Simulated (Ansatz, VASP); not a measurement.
# HfSi2HS2F (H-SiSi-F chair under 1T-HfS2, AB): VASP beside Ansatz

Aim: how closely do two programs agree when they are given the same cell, functional and k mesh? The structure shown is the start of the Ansatz relaxation below; VASP solves that cell, so the two are compared at the walk's first step.

Calculated with Ansatz 0.2.0; plane waves, with VASP 6.6.1 beside it; single point at PBE with D3(BJ).

### 1. Starting point

The cell holds 7 atoms: 1 F, 2 Si, 1 H, 2 S and 1 Hf. Its edges and angles: a = 3.651 Å, b = 3.652 Å, c = 50.402 Å, α = 90.0°, β = 90.0°, γ = 120.0°. Vacuum lies along c.

### 2. Ansatz: relaxation, PBE with D3(BJ)

Ansatz runs on its default PAW (the set named soft_2) files.

The two programs are compared at the cell with which this relaxation starts, whose forces are those of its first step.

input.yaml reads:

```yaml
crystal:
  lattice:
    - [3.6515, 0.0, 0.0]
    - [-1.82575, 3.1622917619, 0.0]
    - [0.0, 0.0, 50.4021591927]
  atoms:
    - { symbol: F, position: [0.6666666667, 0.3333333333, 0.4037525441] }
    - { symbol: Si, position: [0.6666666667, 0.3333333333, 0.4370844494] }
    - { symbol: Si, position: [0.3333333333, 0.6666666667, 0.4517663601] }
    - { symbol: H, position: [0.3333333333, 0.6666666667, 0.4799397563] }
    - { symbol: S, position: [0.0, 0.0, 0.532516869] }
    - { symbol: Hf, position: [0.3333333333, 0.6666666667, 0.5643821624] }
    - { symbol: S, position: [0.6666666667, 0.3333333333, 0.5962474559] }
  periodic: [true, true, false]
kpoints:
  mp_grid: { grid: [12, 12, 1] }
hamiltonian:
  xc: pbe
  dispersion: d3bj
scf:
  occupations: { method: fermi_dirac, width: 0.05 }
  convergence: { dr2_threshold: 1.0e-09 }
relax:
  f_tol: 0.004
  max_steps: 90
  cell: {}
output:
  write_potential: true
  write_density: true
  volumetric_format: npy
```

On the command line:

```sh
$ ansatz run input.yaml --threads 4 --pin off --max-ram 6144MiB --backend cpu --events-out ev --progress --plain --runs-dir out
```

Numbers of over 12 decimals in the logs are rounded to 6 here.

The program printed:

```text
Warning: relax.cell: scf.convergence.dr2_threshold = 1e-9 eV is looser than the 1.80331000637e-10 eV advised for a relaxation that steers and ends on the stress (1e-10 eV for each atom of the cell: 7, times the square of relax.cell.stress_2d_tol = 0.05 N/m over 19.7 Å (the atoms' height at the walk's start and 5 Å past either face), 2.538e-2 GPa, over a crystal's default 0.05). What an SCF threshold leaves in a stress goes as its square root, and in the free energy as the threshold itself, and one threshold admits the most on a small cell: [figures from the program's tests cut] Set scf.convergence.dr2_threshold to 1.80331000637e-10 eV or tighter. [rest of the remark cut]
Engine: ansatz 0.2.0, aarch64-unknown-linux-gnu
Pseudopotentials: kind: paw
Pseudopotential: F, paw, valence charge 7, recommended cutoff 420 eV (normal), F.paw.azcp
Pseudopotential: Si, paw, valence charge 4, recommended cutoff 420 eV (normal), Si.paw.azcp
Pseudopotential: H, paw, valence charge 1, recommended cutoff 420 eV (normal), H.paw.azcp
Pseudopotential: S, paw, valence charge 6, recommended cutoff 420 eV (normal), S.paw.azcp
Pseudopotential: Hf, paw, valence charge 26, recommended cutoff 420 eV (normal), Hf.paw.azcp
Functional definition: PBE
  parameter kappa = 0.804
  parameter beta = 0.066725
  exchange = pbe_x(kappa = kappa, mu = beta*pi^2/3)
  correlation = pbe_c(beta = beta)
Crystal: 7 atoms, lattice volume = 581.999 Å³
Basis set: ecut = 420 eV, 11173 PW (Γ), exchange–correlation on 50×50×720 points (8 copies of the dense FFT grid, shifted against one another)
Bands: 34, of which v1, the nominal top of the filled ones, is band 27 counted from 1 (26 counted from 0)
Symmetry: 6 space group operations
Space group: P3m1 (ITA 156), of the structure as read, at distance tolerance 8.3e-5 Å
k-points: 19 of 144 (time reversal used)
Non-local potential: F, projectors of the file, l = 0: 2, l = 1: 2, l = 2: 1
Non-local potential: Si, projectors of the file, l = 0: 2, l = 1: 2, l = 2: 2
Non-local potential: H, projectors of the file, l = 0: 2, l = 1: 1
Non-local potential: S, projectors of the file, l = 0: 2, l = 1: 2, l = 2: 2
Non-local potential: Hf, projectors of the file, l = 0: 3, l = 1: 2, l = 2: 2, l = 3: 3
PAW form: soft (Blöchl's): semilocal exchange-correlation on the pseudo side does not see the compensation charge
PAW one-centre angular grid: F, 110 points (default); XC on 64 Gauss nodes
PAW one-centre angular grid: Si, 110 points (default); XC on 64 Gauss nodes
PAW one-centre angular grid: H, 110 points (default); XC on 64 Gauss nodes
PAW one-centre angular grid: S, 110 points (default); XC on 64 Gauss nodes
PAW one-centre angular grid: Hf, 590 points (default); XC on 64 Gauss nodes
Initial density: superposition of atomic densities (neutral atoms: chi_scale 0, normalization atom), corrected by the library's trained network
Initial wavefunctions: pseudopotential atomic-orbital guess
Functional: x = pbe(κ = 0.804, μ = 0.219515), c = pbe(β = 0.066725)
SCF iter   1: F=—  HF=-19627.179905 eV  |F-HF|=—  |Δ(HF+E_count)|=         —  Δρ=1.34e-3  dr2=7.42e-2  ethr=1.77e-3  ⟨swp⟩=14.4  Hψ=4949  notcnv=0  defer=3
preconditioner: auto → LDOS  [metal: Δε(μ)=0.050 eV  Ē_g=10.745 eV  σ=0.050 eV  W_gap=0.25  n_scr=28 (ndim 8)  ℏωp=10.2 eV  f_vac=0.751  D(μ)=1.03/eV (n_scr^D=8)  β→1.0]
SCF iter   2: F=—  HF=-19627.184043 eV  |F-HF|=—  |Δ(HF+E_count)|=   4.14e-3  Δρ=1.19e-3  dr2=3.06e-2  ethr=1.37e-4  ⟨swp⟩=4.3  Hψ=1474  notcnv=0  defer=31
SCF iter   3: F=—  HF=-19627.178312 eV  |F-HF|=—  |Δ(HF+E_count)|=   5.73e-3  Δρ=2.81e-4  dr2=2.15e-3  ethr=5.67e-5  ⟨swp⟩=3.3  Hψ=1228  notcnv=0  defer=31
SCF iter   4: F=—  HF=-19627.178135 eV  |F-HF|=—  |Δ(HF+E_count)|=   1.77e-4  Δρ=1.15e-4  dr2=2.53e-4  ethr=3.97e-6  ⟨swp⟩=2.9  Hψ=1025  notcnv=0  defer=31
SCF iter   5: F=—  HF=-19627.178135 eV  |F-HF|=—  |Δ(HF+E_count)|=   2.31e-7  Δρ=3.41e-5  dr2=6.90e-6  ethr=4.69e-7  ⟨swp⟩=3.1  Hψ=1164  notcnv=0  defer=31
SCF iter   6: F=—  HF=-19627.178229 eV  |F-HF|=—  |Δ(HF+E_count)|=   9.45e-5  Δρ=1.25e-5  dr2=1.12e-6  ethr=1.28e-8  ⟨swp⟩=3.5  Hψ=1512  notcnv=0  defer=31
SCF iter   7: F=—  HF=-19627.178268 eV  |F-HF|=—  |Δ(HF+E_count)|=   3.83e-5  Δρ=4.35e-6  dr2=1.37e-7  ethr=2.08e-9  ⟨swp⟩=3.3  Hψ=1398  notcnv=0  defer=28
SCF iter   8: F=—  HF=-19627.178268 eV  |F-HF|=—  |Δ(HF+E_count)|=   4.40e-7  Δρ=1.45e-6  dr2=1.02e-8  ethr=2.53e-10  ⟨swp⟩=2.9  Hψ=1104  notcnv=0  defer=28
[...]
SCF 9 converged in 6 iterations: F = -19627.720102 eV  dr2 = 4.80e-11
relax step   9: F+E_penalty+E_count = -19627.72010186 eV  Δ(F+E_penalty+E_count) = +2.104e-5 eV  max|allowed force component| = 6.059e-4 eV/Å  Δτ_max = 0.0004 Å  P = +0.002 N/m  Ω = 609.956 Å³  energy of the carried Pulay correction = -1.810e-4 eV  fix = [c, alpha, beta]  reactions: c +0.000 N/m  (6 SCF iters, accepted)
iter 1 solved again at ethr=2.45e-7 eV; its pass at ethr=3.10e-3 eV (dr2=1.32e-4 eV) is discarded
SCF iter   1: F=—  HF=-19627.720342 eV  |F-HF|=—  |Δ(HF+E_count)|=         —  Δρ=8.41e-6  dr2=8.50e-8  ethr=2.45e-7  ⟨swp⟩=5.6  Hψ=7757  notcnv=0
eigensolver tolerance schedule: the retry pair's looser diagonalisation over-reported the residual by 1553.05 of it (diagonalisation noise at 0.14 of the residual, at the tolerance the schedule requests for it); recorded, not acted on — ethr = c·dr2/N_el stays at c = 1.0e-1
preconditioner: auto → LDOS  [insulator: Δε(μ)=0.155 eV  Ē_g=10.899 eV  σ=0.050 eV  W_gap=0.61  n_scr=28 (ndim 8)  ℏωp=10.0 eV  f_vac=0.766  D(μ)=0.70/eV (n_scr^D=6)  ε∞_Penn≈1.8  β→1.0]
SCF iter   2: F=—  HF=-19627.720294 eV  |F-HF|=—  |Δ(HF+E_count)|=   4.82e-5  Δρ=9.11e-6  dr2=3.79e-7  ethr=1.57e-10  ⟨swp⟩=5.4  Hψ=2300  notcnv=0
SCF iter   3: F=—  HF=-19627.720294 eV  |F-HF|=—  |Δ(HF+E_count)|=   8.89e-8  Δρ=2.18e-6  dr2=1.42e-8  ethr=1.57e-10  ⟨swp⟩=3.9  Hψ=1564  notcnv=0
SCF iter   4: F=—  HF=-19627.720293 eV  |F-HF|=—  |Δ(HF+E_count)|=   5.76e-7  Δρ=1.37e-6  dr2=7.86e-9  ethr=2.62e-11  ⟨swp⟩=2.8  Hψ=1208  notcnv=0
SCF iter   5: F=—  HF=-19627.720294 eV  |F-HF|=—  |Δ(HF+E_count)|=   5.47e-7  Δρ=3.78e-7  dr2=4.70e-9  ethr=1.45e-11  ⟨swp⟩=2.9  Hψ=1229  notcnv=0
SCF iter   6: F=-19627.720294 eV  HF=-19627.720294 eV  |F-HF|=7.53e-8  |Δ(HF+E_count)|=   4.13e-8  Δρ=8.43e-8  dr2=4.22e-11  ethr=1.85e-12  ⟨swp⟩=15.5  Hψ=6463  notcnv=0
SCF 10 converged in 6 iterations: F = -19627.720294 eV  dr2 = 4.22e-11
relax step  10: F+E_penalty+E_count = -19627.72029393 eV  Δ(F+E_penalty+E_count) = -1.921e-4 eV  max|allowed force component| = 6.713e-4 eV/Å  Δτ_max = 0.0000 Å  P = +0.004 N/m  Ω = 609.956 Å³  fix = [c, alpha, beta]  reactions: c +0.000 N/m  stress off target by 3.82e-3 N/m on what of the cell is left free  SCF on the basis re-selected at this cell (its energy is not comparable with the rows above)  (6 SCF iters)
basis re-selected at this cell: Δ(F+E_penalty+E_count) = -1.921e-4 eV, ΔP = +0.001 N/m vs the last step (what re-selecting the basis moved, of the pressure what is left beyond the Pulay correction that the steps carried, after the strain that the cell walked since its last selection, with what the two solves' SCF thresholds leave and, on support functions, any second-order correction that the steps lacked; it is no m [...]
WARN: The output density's exchange-correlation potential varies sharply where the density is thin. Do not read a vacuum level from v_tot or v_xc, or from such a field of the output density. On a cell that repeats whose density bears no net charge and no dipole along the vacuum's axis use v_es (v_loc + v_h of the components); under efield.dipole_correction with no amplitude use v_es + v_field, which holds any externa [...]
SCF converged after 6 iterations
Free energy (F): -19627.720294 eV
Harris-Foulkes:  -19627.720294 eV  (|F-HF|=7.53e-8)
Internal energy: -19627.714358 eV  (E = F + TS)
E sigma→0 (E₀):  -19627.717326 eV
Entropy (-TS):   -0.005935 eV (-0.848 meV/atom)
Fermi energy:    -5.815123 eV
--- Per-component energies (eV) ---
  E_band       = -1040.517466
  E_kinetic    = 935.027363
  E_local      = -210729.814950  (includes V_loc(G=0)·N_el)
  E_nonlocal   = -1060.139580
  E_hartree    = 104558.479160
  E_xc         = -692.488835
  E_vxc        = -646.995325  (∫ρ·V_xc dr)
  E_paw        = -9353.735618  (= ΣΔE_a)
  E_vpaw       = 1344.446079  (= ΣTr[D̂ρ^β])
  E_aug_tail   = 0.000873  (compensation charges beyond the density's cutoff)
  E_ewald      = 96716.211459
  E_disp       = -1.254230  (pairwise vdW)
  E_smearing   = -0.005935  (= −TS)
  E_closure    = -0.000000  (closes the sum)
  Σ components = -19627.720294   (vs F -19627.720294, Δ=0.00e0)
--- Forces (eV/Å), atoms counted from 1 ---
  atom   1  F     -0.00000000    -0.00000000    -0.00067681
  atom   2  Si     0.00000000     0.00000000     0.00002813
  atom   3  Si    -0.00000000    -0.00000000     0.00013165
  atom   4  H     -0.00000000    -0.00000000     0.00045746
  atom   5  S      0.00000000     0.00000000    -0.00034458
  atom   6  Hf    -0.00000000    -0.00000000     0.00035201
  atom   7  S     -0.00000000    -0.00000000     0.00001388
  max |Σ_I F_I| component: 3.83e-5 eV/Å
--- 2D stress c σ (N/m, compression-positive) ---
        0.003821      -0.000000      -0.000000
       -0.000000       0.003821      -0.000000
       -0.000000      -0.000000       0.000000
  P = ½ c Tr σ = 0.0038 N/m
--- Band table (eV; the first three rows and the last of 19) ---
  k-point 0: bands = [... 23 lower, -7.3508, -7.3508, -5.7605, -5.7605, -5.2165, -5.2165, -4.3718, -4.2177, ... 3 higher]
  k-point 1: bands = [... 23 lower, -7.6710, -7.5301, -6.3949, -5.9274, -5.1753, -4.9882, -4.1947, -3.9461, ... 3 higher]
  k-point 2: bands = [... 23 lower, -7.8859, -7.6294, -7.4038, -6.2961, -5.2709, -4.5057, -3.8432, -3.6939, ... 3 higher]
  k-point 18: bands = [... 23 lower, -9.1987, -8.9074, -8.8931, -8.5982, -4.6529, -3.6993, -3.6572, -2.5799, ... 3 higher]
  the weakly bound empty levels are not read free of the cell's end (no_gap_told)
--- Relaxed structure (8 steps of the walk, 8 accepted, 2 SCFs on fresh bases) ---
  F+E_penalty+E_count = -19627.72029393 eV   max|allowed force component| = 6.713e-4 eV/Å   (the final SCF, on the basis selected at the relaxed cell)
  cell:  # Å, volume = 609.9563 Å³
    - [3.738174, 6.415146782186058e-18, 0]
    - [-1.869087, 3.237353, 0]
    - [0, 0, 50.4021591927]
  atoms:
    - { symbol: F, position: [0.666667, 0.333333, 0.408855] }
    - { symbol: Si, position: [0.666667, 0.333333, 0.440948] }
    - { symbol: Si, position: [0.333333, 0.666667, 0.456657] }
    - { symbol: H, position: [0.333333, 0.666667, 0.486315] }
    - { symbol: S, position: [2.7807913907583317e-18, 0, 0.529795] }
    - { symbol: Hf, position: [0.333333, 0.666667, 0.557707] }
    - { symbol: S, position: [0.666667, 0.333333, 0.585412] }
```

The column dr2 measures how far the density is from self-consistency, as an energy; F and HF (Harris–Foulkes) agree once it is small.

(Continued in part 2 of 2.)

[Lines on the potential files, build, host, timing and source positions are cut from VASP's logs without a mark.]

[Logs are printed without paths, hosts, clocks, repeated set-up lines and the standing remarks that a program may print on its own settings, such as how far it seeks lower states.]

[Hosts, paths, dates, database ids (printed as entryN), source tags and the programs' standing remarks are cut or masked in the printed files.]
